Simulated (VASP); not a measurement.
Output of a VASP run:

OSZICAR:
```
       N       E                     dE             d eps       ncg     rms          rms(c)
DAV:   1     0.550242310229E+02    0.55024E+02   -0.50077E+03    22   0.502E+02
DAV:   2     0.239100414955E+01   -0.52633E+02   -0.52335E+02    36   0.156E+02
DAV:   3     0.112028961617E+01   -0.12707E+01   -0.12706E+01    25   0.256E+01
DAV:   4     0.111283108524E+01   -0.74585E-02   -0.74584E-02    25   0.234E+00
DAV:   5     0.111272088130E+01   -0.11020E-03   -0.11020E-03    25   0.272E-01    0.381E+00
DAV:   6     0.179963144749E+01    0.68691E+00   -0.11659E+00    22   0.812E+00    0.299E+00
DAV:   7     0.185627388999E+01    0.56642E-01   -0.92130E-01    22   0.617E+00    0.253E+00
DAV:   8     0.183341034158E+01   -0.22864E-01   -0.16011E-02    22   0.144E+00    0.449E-01
DAV:   9     0.183388325738E+01    0.47292E-03   -0.20778E-03    22   0.476E-01    0.171E-01
DAV:  10     0.183396927440E+01    0.86017E-04   -0.22313E-04    22   0.162E-01    0.361E-02
DAV:  11     0.183397610561E+01    0.68312E-05   -0.20433E-05    25   0.567E-02    0.270E-02
DAV:  12     0.183397665088E+01    0.54527E-06   -0.33069E-06    22   0.156E-02
   1 F= 0.18339767E+01 E0= 0.18339855E+01  d E =-.176777E-04
```

### OUTCAR
```
------------------------ aborting loop because EDIFF is reached ----------------------------------------
  FORCE on cell =-STRESS in cart. coord.  units (eV):
  Direction    XX          YY          ZZ          XY          YZ          ZX
  --------------------------------------------------------------------------------------
  Total       -2.8461970     -2.8461970     -2.8461970      0.0000000      0.0000000     -0.0000000
  in kB      -72.1422607    -72.1422607    -72.1422607      0.0000000      0.0000000     -0.0000000
  external PRESSURE =     -72.1422607 kB  Pullay stress =       0.0000000 kB
  volume of cell :       63.21
      direct lattice vectors                 reciprocal lattice vectors
     0.000000000  3.161685000  3.161685000    -0.158143522  0.158143522  0.158143522
     3.161685000  0.000000000  3.161685000     0.158143522 -0.158143522  0.158143522
     3.161685000  3.161685000  0.000000000     0.158143522  0.158143522 -0.158143522
  FREE ENERGIE OF THE ION-ELECTRON SYSTEM (eV)
  ---------------------------------------------------
  free  energy   TOTEN  =         1.8339766509 eV

  energy  without entropy=        1.8339943286  energy(sigma->0) =        1.83398549
```
(Selected blocks of OUTCAR.)

**POSCAR**
```
NaI
1
    0.0000000000     3.1616850000     3.1616850000
    3.1616850000     0.0000000000     3.1616850000
    3.1616850000     3.1616850000     0.0000000000
Na I
1 1
Direct
  0.0000000000   0.0000000000   0.0000000000
  0.5000000000   0.5000000000   0.5000000000
```

Q: Reconstruct the remaining input files.

A: One answer among several that fit: the input of the run itself, PBE GGA, plane waves, VASP's PBE PAW potentials (set 64).

**INCAR**
```
# general
SYSTEM  = NaI
PREC    = Accurate
ENCUT   = 180   # plane-wave cut-off (eV)
LREAL   = .FALSE.
LASPH   = .TRUE.   # aspherical one-centre terms

# electronic loop
EDIFF   = 1E-6   # SCF stop (eV)
NELM    = 100
ALGO    = Normal   # blocked Davidson
LMAXMIX = 4   # l cut-off of mixed one-centre charges

# smearing
ISMEAR  = 0   # Gaussian
SIGMA   = 0.5

# functional
GGA     = PE   # PBE

# ions
ISIF    = 2   # forces and stress, cell fixed

# output
LWAVE   = .FALSE.
LCHARG  = .FALSE.
```

**KPOINTS**
```
Regular mesh
0
gamma
  1 1 1
```

POTCAR, in this order: Na_pv I (PBE.64 set). Program: vasp_std.

At this cut-off the stress carries a Pulay error, which pulls relaxed volumes low.

The structure comes from a computed database's NaI entry; how it stands against other phases isn't given here. The cell was not relaxed at this level. The k-mesh is coarse (spacing up to 1.72 per Å, 2π included), so the numbers may not be converged in it. The run is one of a series of settings (ENCUT = 180, SIGMA = 0.5, KPOINTS 1×1×1 Γ-centred mesh against the base run), some of them coarse on purpose.
